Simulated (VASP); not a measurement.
A VASP calculation is set up with these files.

### POSCAR
```
KTaO3
4.0869060
  0.9999999595   0.0000000000   0.0000000000
  0.0000000000   0.9999999595   0.0000000000
  0.0000000000   0.0000000000   0.9999999595
K Ta O
1 1 3
Direct
  0.0000000000   0.0000000000   0.0000000000
  0.5000000000   0.5000000000   0.5000000000
  0.5000000000   0.0000000000   0.5000000000
  0.0000000000   0.5000000000   0.5000000000
  0.5000000000   0.5000000000   0.0000000000
```

### KPOINTS
```
Automatic
0
Gamma
6 6 6
```

**INCAR**
```
SYSTEM = KTaO3
PREC = Accurate; ENCUT = 520; LREAL = .False.
LASPH = .True.
EDIFF = 1E-7; NELM = 100; ALGO = Normal
LMAXMIX = 6
ISMEAR = 0; SIGMA = 0.05
GGA = MK; LUSE_VDW = .True.; AGGAC = 0.0
PARAM1 = 0.1234568; PARAM2 = 0.7114; ZAB_VDW = -1.8867
ISIF = 2
LWAVE = .False.; LCHARG = .False.
```

POTCAR, in this order: K_sv Ta_pv O (PBE.64 set). Program: vasp_std.

**Question.** Write an equivalent input for Quantum ESPRESSO's pw.x.

**Answer.** One equivalent input (not run):
```
&CONTROL
  calculation = 'scf'
  pseudo_dir = './pseudo'
  outdir = './out'
  tprnfor = .true.
  tstress = .true.
/
&SYSTEM
  ibrav = 0
  nat = 5
  ntyp = 3
  ecutwfc = 84
  occupations = 'smearing'
  smearing = 'gaussian'
  degauss = 0.003675
  input_dft = 'vdw-df2-b86r'
/
&ELECTRONS
  conv_thr = 7.3e-09
  electron_maxstep = 100
/
ATOMIC_SPECIES
  K 39.098 K.upf
  Ta 180.948 Ta.upf
  O 15.999 O.upf
CELL_PARAMETERS angstrom
     4.0869058    0.0000000    0.0000000
     0.0000000    4.0869058    0.0000000
     0.0000000    0.0000000    4.0869058
ATOMIC_POSITIONS crystal
  K    0.0000000  0.0000000  0.0000000
  Ta   0.5000000  0.5000000  0.5000000
  O    0.5000000  0.0000000  0.5000000
  O    0.0000000  0.5000000  0.5000000
  O    0.5000000  0.5000000  0.0000000
K_POINTS automatic
  6 6 6 0 0 0
```
Limits of the translation: the potentials are each code's own (VASP's PAW set, PseudoDojo norm-conserving files in pw.x), so ENCUT and ecutwfc are chosen apart and not converted; conv_thr bounds pw.x's estimated SCF error, while EDIFF bounds the energy change between steps.

The compound is KTaO3 in the cubic perovskite structure. This cell is one point of a volume scan, at 1.06 of the reference volume.
